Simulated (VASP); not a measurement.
Given:

```xyz
3
Lattice="0.0000 3.5143 3.5143 3.5143 0.0000 3.5143 3.5143 3.5143 0.0000" Properties=species:S:1:pos:R:3 pbc="T T T"
Sr     0.0000     0.0000     0.0000
Cl     1.7571     1.7571     1.7571
Cl     5.2714     5.2714     5.2714
```

All values below come from r2SCAN+rVV10, VASP's PBE PAW potentials (set 64) (plane waves; VASP). Run with 520 eV cut-off, 6×6×6 Γ-centred mesh, Gaussian smearing of 0.050 eV, potentials Sr_sv Cl.

Question: The job: SrCl2 (fluorite), 3 atoms, r2SCAN+rVV10, static run, 520 eV, 6×6×6 Γ-centred mesh. Roughly how much core time does it take on a busy server core?

Answer: About 8 core-minutes (one run on a shared machine, a rough figure). It had 16 irreducible k-points, 16 bands, up to 2362 plane waves and 24 electronic steps.

The compound is SrCl2 in the fluorite structure. This cell is one point of a volume scan, at 1.03 of the reference volume.
